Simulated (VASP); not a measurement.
Here is the system:

```yaml
crystal:
  lattice:
    - [4.00562, 0.00000, 0.00000]
    - [0.00000, 4.00562, 0.00000]
    - [0.00000, 0.00000, 4.00562]
  atoms:
    - { symbol: K, position: [0.00000, 0.00000, 0.00000] }
    - { symbol: Mg, position: [0.50000, 0.50000, 0.50000] }
    - { symbol: F, position: [0.50000, 0.00000, 0.50000] }
    - { symbol: F, position: [0.00000, 0.50000, 0.50000] }
    - { symbol: F, position: [0.50000, 0.50000, 0.00000] }
```

All values below come from PBE GGA with D3 dispersion (Becke-Johnson damping), VASP's PBE PAW potentials (set 64) (plane waves; VASP). Run with 520 eV cut-off, 5×5×5 Γ-centred mesh, Gaussian smearing of 0.050 eV, potentials K_sv Mg F.

Task: Predict the energy per atom (σ→0).

Result: 
The energy per atom (σ→0) is -5.050 eV/atom.

Only differences to runs with the same potentials and settings are physical.

The compound is KMgF3 in the cubic perovskite structure. It was relaxed first. The start is the result of an earlier pass.
